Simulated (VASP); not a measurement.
These are AM05 GGA, VASP's PBE PAW potentials (set 64) (plane waves; VASP) values and carry that method's errors.

Input for VASP

### KPOINTS
```
Automatic mesh
0
Gamma
 12 12 12
```

**INCAR**
```
SYSTEM=CoGa
PREC=Accurate; ENCUT=520; LREAL=.FALSE.
LASPH=.TRUE.
EDIFF=1E-6; NELM=100; ALGO=Normal
LMAXMIX=4
ISMEAR=1; SIGMA=0.1
GGA=AM
IBRION=2; NSW=60; ISIF=3
EDIFFG=-0.01
LWAVE=.FALSE.; LCHARG=.FALSE.
```

### POSCAR
```
CoGa
1.0
  2.8373071379   0.0000000000   0.0000000000
  0.0000000000   2.8373071379   0.0000000000
  0.0000000000   0.0000000000   2.8373071379
Ga Co
1 1
Cartesian
  1.4186535689   1.4186535689   1.4186535689
  0.0000000000   0.0000000000   0.0000000000
```

POTCAR, in this order: Ga_d Co (PBE.64 set). Program: vasp_std.

Task: Estimate the energy per atom (σ→0), volume per atom, band gap (on the k-mesh).

Result: 
```
Item                                                         Value
------------------------  ----------------------------------------
energy per atom (σ→0)                               -5.669 eV/atom
band gap (on the k-mesh)  none (metal, semimetal or under 0.01 eV)
volume per atom                                     11.41 Å^3/atom
```

**OSZICAR**
```
...
       N       E                     dE             d eps       ncg     rms          rms(c)
DAV:   1    -0.113383596495E+02   -0.22024E-03   -0.27633E-03  2576   0.103E+00    0.108E-01
DAV:   2    -0.113383281736E+02    0.31476E-04   -0.20228E-03  2599   0.686E-01    0.916E-02
DAV:   3    -0.113381714750E+02    0.15670E-03   -0.88252E-04  2649   0.457E-01    0.327E-02
DAV:   4    -0.113381520213E+02    0.19454E-04   -0.40903E-05  3387   0.999E-02    0.618E-03
DAV:   5    -0.113381502147E+02    0.18066E-05   -0.21404E-06  1971   0.277E-02    0.162E-03
DAV:   6    -0.113381502530E+02   -0.38243E-07   -0.36300E-07  1330   0.976E-03
   3 F= -.11338150E+02 E0= -.11338298E+02  d E =-.674292E-05
```

The compound is CoGa in the CsCl type structure. This run relaxes it. Symmetry was kept, so distortions that lower it aren't found. The start is the result of an earlier pass. The run is not spin-polarised, so no magnetic state was tried.
